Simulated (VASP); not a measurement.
Ni:

```
Ni
1.0
     0.00000    1.77565    1.77565
     1.77565    0.00000    1.77565
     1.77565    1.77565    0.00000
Ni
1
Direct
  0.00000 0.00000 0.00000
```

- Program: VASP 6.6.1
- Task: relaxation of cell and atoms
- Functional: LDA
- Potentials or basis: VASP PAW LDA potentials, release 64 (Ni)
- Cutoff: 600 eV
- k mesh: 20 × 20 × 20
- Occupations: gaussian, width 0.1 eV
- Spin: collinear spin, ferromagnetic start
- Starting moments: [1.0] μB

At the start: pressure -21.4 GPa; volume 11.20 Å³/atom.

Problem. How do energy, volume and symmetry change on relaxing?

Solution. Over 4 steps the energy falls by 86.7 meV/atom and the volume is 10.03 Å³/atom (-10.4 %); space group Fm-3m (No. 225, to 0.05 Å); moment 0.60 μB per cell.

Step by step:
```csv
step,energy change (eV),largest force (eV/Å),pressure (GPa),volume (Å³)
1,0.0000,0.0000,-21.35,11.20
2,0.0275,0.0000,37.89,8.95
3,-0.0867,0.0000,-0.62,10.05
4,-0.0867,0.0000,-0.07,10.03
```

Final structure:
```xyz
1
Lattice="0.0000 1.7117 1.7117 1.7117 0.0000 1.7117 1.7117 1.7117 0.0000" Properties=species:S:1:pos:R:3 pbc="T T T"
Ni    1.7117    1.7117    3.4234
```

Caveat: the volume moved by -10 % from the deposited cell, more than functionals usually miss.
